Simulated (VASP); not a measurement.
Data:

```
CELL_PARAMETERS angstrom
      5.28514     0.00000     0.00000
      0.00000     5.07662     0.00000
      0.00000     0.00000     5.10253
ATOMIC_POSITIONS crystal
  Zr 0.03038 0.73348 0.74885
  Zr 0.96962 0.26652 0.24885
  Zr 0.46962 0.73348 0.24885
  Zr 0.53038 0.26652 0.74885
  O  0.23026 0.46312 0.50052
  O  0.76974 0.53688 0.00052
  O  0.26974 0.46312 0.00052
  O  0.73026 0.53688 0.50052
  O  0.36549 0.93218 0.60664
  O  0.63451 0.06782 0.10664
  O  0.13451 0.93218 0.10664
  O  0.86549 0.06782 0.60664
```

Computed with r2SCAN meta-GGA, VASP's PBE PAW potentials (set 64) (plane waves; VASP 6.6.1). Numerical set-up: 520 eV cut-off, 5×5×5 Γ-centred mesh, tetrahedra with Blöchl corrections, potentials Zr_sv O.

The cores are frozen, which limits the accuracy of field gradients.

Question: Give the principal components of the electric field gradient (V/Å²) and the asymmetry η at each nucleus.

Answer: 
```json
[
 {"atom": "Zr1", "Vxx": "39.1", "Vyy": "2.0", "Vzz": "-41.1", "η": "0.90"},
 {"atom": "Zr2", "Vxx": "39.1", "Vyy": "2.0", "Vzz": "-41.1", "η": "0.90"},
 {"atom": "Zr3", "Vxx": "39.1", "Vyy": "2.0", "Vzz": "-41.1", "η": "0.90"},
 {"atom": "Zr4", "Vxx": "39.1", "Vyy": "2.0", "Vzz": "-41.1", "η": "0.90"},
 {"atom": "O5", "Vxx": "-12.1", "Vyy": "-9.5", "Vzz": "21.7", "η": "0.12"},
 {"atom": "O6", "Vxx": "-12.1", "Vyy": "-9.5", "Vzz": "21.7", "η": "0.12"},
 {"atom": "O7", "Vxx": "-12.1", "Vyy": "-9.5", "Vzz": "21.7", "η": "0.12"},
 {"atom": "O8", "Vxx": "-12.1", "Vyy": "-9.5", "Vzz": "21.7", "η": "0.12"},
 {"atom": "O9", "Vxx": "21.1", "Vyy": "3.1", "Vzz": "-24.3", "η": "0.74"},
 {"atom": "O10", "Vxx": "21.1", "Vyy": "3.1", "Vzz": "-24.3", "η": "0.74"},
 {"atom": "O11", "Vxx": "21.1", "Vyy": "3.1", "Vzz": "-24.3", "η": "0.74"},
 {"atom": "O12", "Vxx": "21.1", "Vyy": "3.1", "Vzz": "-24.3", "η": "0.74"}
]
```

The structure comes from a computed database's ZrO2 entry (Pca2_1); how it stands against other phases isn't given here. It was relaxed first.
